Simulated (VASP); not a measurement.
Consider the following.

```
CELL_PARAMETERS angstrom
      3.77045     0.00000     0.00000
      0.00000     3.69331     0.00000
      0.00000     0.00000     4.78632
ATOMIC_POSITIONS crystal
  Sn 0.50000 0.00000 0.76200
  Sn 0.00000 0.50000 0.23800
  O  0.50000 0.50000 0.00000
  O  0.02312 0.00000 0.00000
```

All values below come from PBE GGA, VASP's PBE PAW potentials (set 64) (plane waves; VASP). Run with 520 eV cut-off, 6×7×5 Γ-centred mesh, Gaussian smearing of 0.050 eV, potentials Sn_d O.

Problem. Which forces act on the atoms, in eV/Å?

Solution. 
```csv
atom,Fx,Fy,Fz
Sn1,0.367,0.000,-1.261
Sn2,0.056,0.000,1.167
O3,0.442,0.000,0.187
O4,-0.866,0.000,-0.094
```

Problem. Give the stress tensor in GPa (positive for a compressed cell).

Solution. 
```
10.90   0.00  -1.19
 0.00  12.53   0.00
-1.19   0.00   8.45
```
The pressure is its mean diagonal, 10.63 GPa.

The compound is SnO in the litharge structure. The cell was not relaxed at this level. The run is one of a series of settings (KPOINTS 6×7×5 Γ-centred mesh against the base run), some of them coarse on purpose.
